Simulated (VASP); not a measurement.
Input:

```
Ga4AsSb3
1.0
    0.00000     3.00122     3.00122
    3.00122     0.00000     3.00122
   12.00110    12.00110     0.00376
Ga Sb As
4 3 1
Direct
  0.01429   0.01429   0.98928
  0.00533   0.00533   0.24600
  0.99563   0.99563   0.50328
  0.98546   0.98546   0.76091
  0.25896   0.25896   0.05578
  0.24965   0.24965   0.31277
  0.24056   0.24056   0.56958
  0.25014   0.25014   0.81240
```

The numbers are results of PBEsol GGA, VASP's PBE PAW potentials (set 64) (plane waves; VASP 6.6.1), not measurements. Numerical set-up: 400 eV cut-off, 10×10×3 Γ-centred mesh, tetrahedra with Blöchl corrections, potentials Ga_d Sb As.

The cores are frozen, which limits the accuracy of field gradients.

Task: Give the principal components of the electric field gradient (V/Å²) and the asymmetry η at each nucleus.

Result: 
| atom | Vxx | Vyy | Vzz | η |
|---|---|---|---|---|
| Ga1 | 2.8 | 2.8 | -5.6 | 0.00 |
| Ga2 | -2.1 | -2.1 | 4.2 | 0.00 |
| Ga3 | -3.5 | -3.5 | 7.0 | 0.00 |
| Ga4 | 5.8 | 5.8 | -11.5 | 0.00 |
| Sb5 | -15.3 | -15.3 | 30.6 | 0.00 |
| Sb6 | -13.4 | -13.4 | 26.8 | 0.00 |
| Sb7 | -6.5 | -6.5 | 13.0 | 0.00 |
| As8 | 25.4 | 25.4 | -50.8 | 0.00 |

The structure was generated: Ga4AsSb3 was put into an ordered model structure (R3m), which need not be its known phase. It was relaxed first.
